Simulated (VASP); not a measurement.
Input of a VASP 6.6.1 run:

INCAR

```
ALGO = Fast ; EDIFF = 1E-4
EDIFFG = -0.08 ; ENCUT = 520
GGA = PE ; IBRION = 2
ISIF = 3 ; ISMEAR = 0
ISPIN = 2 ; KPAR = 2
LASPH = T ; LCHARG = F
LMAXMIX = 4 ; LORBIT = 11
LREAL = Auto ; LWAVE = F
MAGMOM = 0 0 0 0 3 3 0 0 0 0 ; NELM = 60
NSW = 24 ; PREC = Normal
SIGMA = 0.15
```

The input KPOINTS:

```
k-points
0
Gamma
  5 5 2
```

File POSCAR:

```
Zr2CrN2
1.0
    3.3328148900      0.0000000000      0.0000000000
   -1.6664074400      2.8863023600      0.0000000000
    0.0000000000      0.0000000000     12.3028398600
Zr Cr N
4 2 4
Direct
    0.6666666700      0.3333333300      0.4032764400
    0.6666666700      0.3333333300      0.0967235600
    0.3333333300      0.6666666700      0.9032764400
    0.3333333300      0.6666666700      0.5967235600
    0.0000000000      0.0000000000      0.7500000000
    0.0000000000      0.0000000000      0.2500000000
    0.6666666700      0.3333333300      0.5596874400
    0.6666666700      0.3333333300      0.9403125600
    0.3333333300      0.6666666700      0.4403125600
    0.3333333300      0.6666666700      0.0596874400
```

Potentials or basis: VASP PAW PBE potentials, release 64 (Zr_sv, Cr_pv, N).

Command:

```sh
$ cat potpaw_PBE.64/Zr_sv/POTCAR potpaw_PBE.64/Cr_pv/POTCAR potpaw_PBE.64/N/POTCAR > POTCAR
$ mpirun -np 2 vasp_std > vasp.out
```

Predict the relaxed cell.

a = 3.605 Å, b = 3.605 Å, c = 14.735 Å, α = 90.00°, β = 90.00°, γ = 120.00°.

What does it give for the band gap on the k mesh?

None (metal or under the smearing width).

What does it give for the net moment?

-9.60 μB per cell.

The path:
| step | energy change (eV) | largest force (eV/Å) | pressure (GPa) | volume (Å³) |
| --- | --- | --- | --- | --- |
| 1 | 0.0000 | 3.4622 | 77.12 | 118.35 |
| 2 | 8.5323 | 2.3381 | -32.47 | 244.83 |
| 3 | -7.8123 | 2.5425 | -0.03 | 155.98 |
| 4 | -7.8164 | 2.5162 | 0.61 | 155.16 |
| 5 | -8.6853 | 1.1042 | -0.27 | 159.99 |
| 6 | -8.8103 | 0.5554 | -0.12 | 162.51 |
| 7 | -8.8138 | 0.6159 | -0.38 | 163.02 |
| 8 | -8.8958 | 0.4767 | 0.81 | 162.37 |
| 9 | -8.9281 | 0.2607 | 2.36 | 161.69 |
| 10 | -8.9641 | 0.1100 | 0.15 | 164.40 |
| 11 | -8.9660 | 0.0869 | -0.30 | 165.29 |
| 12 | -8.9898 | 0.0533 | -0.60 | 165.74 |
| 13 | -9.0137 | 0.1353 | -0.93 | 166.72 |
| 14 | -9.0135 | 0.0672 | 1.12 | 164.88 |
| 15 | -9.0179 | 0.0331 | 0.22 | 165.81 |

Caveat: the k mesh is coarse (spacing up to 0.44 Å⁻¹), so the values aren't converged; the volume moved by over 15 % at a fixed basis, so the end points are rough; only a ferromagnetic start was run, and an antiferromagnetic order may lie lower in energy; the relaxation stopped at a loose force limit of 0.08 eV/Å, so its end isn't a converged minimum. With open d or f shells a metallic result of PBE can be an artefact of self-interaction; +U or a hybrid may open a gap.
